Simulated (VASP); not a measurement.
Consider the following.

```xyz
8
Lattice="3.2725 0.0000 0.0000 -1.6362 2.8340 0.0000 0.0000 0.0000 10.7303" Properties=species:S:1:pos:R:3 pbc="T T T"
In    -1.6362     2.8340    10.7128
Ga     1.6362     0.9447     2.7823
Ga     1.6362     0.9447     7.9174
Ga    -1.6362     2.8340     5.3488
N      1.6362     0.9447     0.8563
N      1.6362     0.9447     5.9663
N     -1.6362     2.8340     3.3974
N      1.6362     2.8340     8.5344
```

Level of theory: r2SCAN meta-GGA, VASP's PBE PAW potentials (set 64) (plane waves; VASP). Run with 520 eV cut-off, 9×9×3 Γ-centred mesh, tetrahedra with Blöchl corrections, potentials In_d Ga_d N.

Unless said otherwise, spin-orbit coupling is left out, though it shifts the bands of the heavy elements here.

**Question.** Predict the energy per atom (σ→0), band gap (over mesh and band path) with the smallest direct gap where there is one.

**Answer.** 
```
Item                                                    Result
---------------------------------------------  ---------------
band gap (over mesh and band path)                     1.05 eV
smallest direct gap (over mesh and band path)          1.05 eV
energy per atom (σ→0)                          -12.146 eV/atom
```

Only differences to runs with the same potentials and settings are physical.

The structure comes from a computed database's InGa3N4 entry (P3m1); how it stands against other phases isn't given here. It was relaxed first.
